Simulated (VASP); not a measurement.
Output of a VASP run:

OSZICAR:
```
...
DAV:   4    -0.436168292034E+02    0.94748E-04   -0.27599E-03  1595   0.276E-01    0.132E-01
DAV:   5    -0.436166724731E+02    0.15673E-03   -0.11814E-03  1494   0.177E-01    0.261E-02
DAV:   6    -0.436166643503E+02    0.81228E-05   -0.88272E-05  1475   0.473E-02    0.329E-02
DAV:   7    -0.436166648580E+02   -0.50775E-06   -0.53339E-06  1421   0.105E-02    0.182E-02
DAV:   8    -0.436166649892E+02   -0.13121E-06   -0.12163E-06  1473   0.583E-03    0.603E-03
DAV:   9    -0.436166651406E+02   -0.15142E-06   -0.78572E-08   921   0.158E-03    0.258E-03
DAV:  10    -0.436166651958E+02   -0.55111E-07   -0.37226E-08   893   0.895E-04
   2 F= -.46146724E+02 E0= -.46146724E+02  d E =-.176451E-01
       N       E                     dE             d eps       ncg     rms          rms(c)
DAV:   1    -0.436167734400E+02   -0.10830E-03   -0.46601E-03  1268   0.301E-01    0.695E-02
DAV:   2    -0.436167865574E+02   -0.13117E-04   -0.24304E-04  1506   0.685E-02    0.271E-02
DAV:   3    -0.436167843054E+02    0.22520E-05   -0.15122E-05  1562   0.219E-02    0.215E-02
DAV:   4    -0.436167836224E+02    0.68297E-06   -0.63853E-06  1553   0.132E-02    0.809E-03
DAV:   5    -0.436167831235E+02    0.49894E-06   -0.16762E-06  1419   0.683E-03    0.109E-03
DAV:   6    -0.436167831666E+02   -0.43059E-07   -0.12777E-07   900   0.203E-03
   3 F= -.46146797E+02 E0= -.46146797E+02  d E =-.177179E-01
       N       E                     dE             d eps       ncg     rms          rms(c)
DAV:   1    -0.436542043427E+02   -0.37421E-01   -0.17550E+00  1240   0.835E+00    0.152E+00
DAV:   2    -0.436320707880E+02    0.22134E-01   -0.15009E-01  1431   0.222E+00    0.850E-01
DAV:   3    -0.436270676641E+02    0.50031E-02   -0.14368E-02  1517   0.719E-01    0.306E-01
DAV:   4    -0.436252149636E+02    0.18527E-02   -0.64445E-03  1427   0.415E-01    0.216E-01
DAV:   5    -0.436251860111E+02    0.28953E-04   -0.49070E-04  1476   0.110E-01    0.428E-02
DAV:   6    -0.436251741256E+02    0.11886E-04   -0.16852E-04  1576   0.670E-02    0.281E-02
DAV:   7    -0.436251747322E+02   -0.60657E-06   -0.20084E-05  1552   0.247E-02    0.840E-03
DAV:   8    -0.436251746885E+02    0.43722E-07   -0.23572E-06  1507   0.968E-03    0.305E-03
DAV:   9    -0.436251747914E+02   -0.10291E-06   -0.11407E-07   994   0.189E-03    0.119E-03
DAV:  10    -0.436251748271E+02   -0.35784E-07   -0.57489E-08   872   0.124E-03
   4 F= -.46154994E+02 E0= -.46154994E+02  d E =-.819750E-02
       N       E                     dE             d eps       ncg     rms          rms(c)
DAV:   1    -0.436577978328E+02   -0.32623E-01   -0.17930E+00  1240   0.844E+00    0.155E+00
DAV:   2    -0.436350368824E+02    0.22761E-01   -0.15480E-01  1430   0.225E+00    0.862E-01
DAV:   3    -0.436299021883E+02    0.51347E-02   -0.14579E-02  1510   0.730E-01    0.311E-01
DAV:   4    -0.436279869926E+02    0.19152E-02   -0.66489E-03  1434   0.422E-01    0.217E-01
DAV:   5    -0.436279647398E+02    0.22253E-04   -0.48697E-04  1490   0.111E-01    0.459E-02
DAV:   6    -0.436279493493E+02    0.15391E-04   -0.18844E-04  1554   0.714E-02    0.293E-02
DAV:   7    -0.436279499991E+02   -0.64979E-06   -0.23005E-05  1537   0.266E-02    0.873E-03
DAV:   8    -0.436279499551E+02    0.43938E-07   -0.27088E-06  1507   0.104E-02    0.331E-03
DAV:   9    -0.436279500688E+02   -0.11361E-06   -0.13642E-07  1017   0.208E-03    0.130E-03
DAV:  10    -0.436279501045E+02   -0.35761E-07   -0.62309E-08   879   0.129E-03
   5 F= -.46157644E+02 E0= -.46157644E+02  d E =-.108466E-01
```

### OUTCAR
```
------------------------ aborting loop because EDIFF is reached ----------------------------------------
  Edisp (eV):   -2.52969
  FORCE on cell =-STRESS in cart. coord.  units (eV):
  Direction    XX          YY          ZZ          XY          YZ          ZX
  --------------------------------------------------------------------------------------
  Total      -0.74557    -0.74557    -0.71817     0.00000     0.00000     0.00000
  in kB     -11.06272   -11.06272   -10.65611     0.00000     0.00000     0.00000
  external pressure =      -10.93 kB  Pullay stress =        0.00 kB
  volume of cell :      107.98
      direct lattice vectors                 reciprocal lattice vectors
     1.581957474 -2.740030481  0.000000000     0.316064122 -0.182479722 -0.000000000
     1.581957474  2.740030481 -0.000000000     0.316064122  0.182479722  0.000000000
    -0.000000000 -0.000000000 12.455450578    -0.000000000  0.000000000  0.080286136
 POSITION                                       TOTAL-FORCE (eV/Angst)
 -----------------------------------------------------------------------------------
      1.58196      0.91335      3.11386        -0.000000     -0.000000      0.000000
      1.58196     -0.91335      9.34159         0.000000      0.000000      0.000000
      1.58196      0.91335     10.90420        -0.000000     -0.000000      0.003356
      1.58196     -0.91335      4.67647         0.000000      0.000000      0.003356
      1.58196     -0.91335      1.55125         0.000000      0.000000     -0.003356
      1.58196      0.91335      7.77898        -0.000000     -0.000000     -0.003356
 -----------------------------------------------------------------------------------
    total drift:                                0.000228      0.001609     -0.000030
  FREE ENERGIE OF THE ION-ELECTRON SYSTEM (eV)
  ---------------------------------------------------
  free  energy   TOTEN  =       -46.1576436265 eV

  energy  without entropy=      -46.1576436265  energy(sigma->0) =      -46.15764363

 reached required accuracy - stopping structural energy minimisation
```
(Selected blocks of OUTCAR.)

**POSCAR**
```
MoS2
1
    1.5919428817    -2.7573256771     0.0000000000
    1.5919428817     2.7573256771     0.0000000000
    0.0000000000     0.0000000000    12.2996879957
Mo S
2 4
Direct
  0.3333330000   0.6666670000   0.2500000000
  0.6666670000   0.3333330000   0.7500000000
  0.3333330000   0.6666670000   0.8783482327
  0.6666670000   0.3333330000   0.3783482327
  0.6666670000   0.3333330000   0.1216517673
  0.3333330000   0.6666670000   0.6216517673
```

### Question
Write an INCAR and KPOINTS that could have produced this output.

### Answer
Several could match; the one computed here: the input of the run itself, PBE GGA with D4 dispersion, plane waves, VASP's PBE PAW potentials (set 64).

INCAR:
```
! general
SYSTEM  = MoS2
PREC    = Accurate
ENCUT   = 520
LREAL   = .FALSE.
LASPH   = .TRUE.

! electronic loop
EDIFF   = 1E-7
NELM    = 100
ALGO    = Normal
LMAXMIX = 4

! smearing
ISMEAR  = 0
SIGMA   = 0.05

! functional
GGA     = PE
IVDW    = 13

! ions
IBRION  = 2
NSW     = 30
ISIF    = 4
EDIFFG  = -0.01

! output
LWAVE   = .FALSE.
LCHARG  = .FALSE.
```

### KPOINTS
```
kpoints
0
Gamma
  8 8 2
```

POTCAR, in this order: Mo_sv S (PBE.64 set). Program: vasp_std.

The compound is MoS2 in the 2H layered structure. This cell is one point of a volume scan, at 1.03 of the reference volume. Symmetry was kept, so distortions that lower it aren't found.
